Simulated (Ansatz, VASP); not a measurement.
# Ga2Pt in VASP and in Ansatz

The input INCAR:

```
SYSTEM = Ga2Pt
  PREC = Accurate
  ENCUT = 520
  EDIFF = 1E-7
  ISMEAR = -1
  SIGMA = 0.15
  LREAL = .FALSE.
  LASPH = .TRUE.
  NELM = 60
  ALGO = Normal
  ISIF = 2
  LWAVE = .FALSE.
  LCHARG = .FALSE.
  GGA = CA
  NBANDS = 25
```

Contents of KPOINTS:

```
regular mesh
0
G
  12 12 12
  0 0 0
```

Contents of POSCAR:

```
Ga2Pt
1.0
    0.0000000000      2.9159886527      2.9159886527
    2.9159886527      0.0000000000      2.9159886527
    2.9159886527      2.9159886527      0.0000000000
Ga Pt
2 1
Direct
    0.2500000000      0.2500000000      0.2500000000
    0.7500000000      0.7500000000      0.7500000000
    0.0000000000      0.0000000000      0.0000000000
```

Input for Ansatz:

```yaml
crystal:
  lattice:
    - [0.0, 2.9159886527, 2.9159886527]
    - [2.9159886527, 0.0, 2.9159886527]
    - [2.9159886527, 2.9159886527, 0.0]
  atoms:
    - { symbol: Ga, position: [0.25, 0.25, 0.25] }
    - { symbol: Ga, position: [0.75, 0.75, 0.75] }
    - { symbol: Pt, position: [0.0, 0.0, 0.0] }
basis:
  ecutwfc: 420
kpoints:
  mp_grid: { grid: [12, 12, 12] }
hamiltonian:
  xc: lda
scf:
  occupations: { method: fermi_dirac, width: 0.15 }
output:
  forces: true
  stress: true
  eigenvalues: true
```

Alike in both runs: task single point; functional LDA; k mesh 12 × 12 × 12; occupations fermi-dirac, width 0.15 eV; no spin polarisation.

|  | VASP | Ansatz |
| --- | --- | --- |
| version | VASP 6.6.1 | Ansatz 0.2.0 |
| potentials or method | VASP PAW LDA potentials, release 64 (Ga_d, Pt) | scalar-relativistic, plane waves, PAW |
| plane-wave cutoff (eV) | 520 | 420 |
| valence electrons in the cell | 36 | 44 |

|  | VASP | Ansatz | Ansatz less VASP |
| --- | --- | --- | --- |
| gap on the k mesh at the Fermi level (eV) | none | none | - |
| pressure (GPa) | 3.6 | 3.0 | -0.65 |

A gap of «none» marks a metal or a gap that the smearing closes. The two sets of potentials don't hold the same shells in valence.

Spin-orbit coupling is left out, which matters for the levels of Pt.
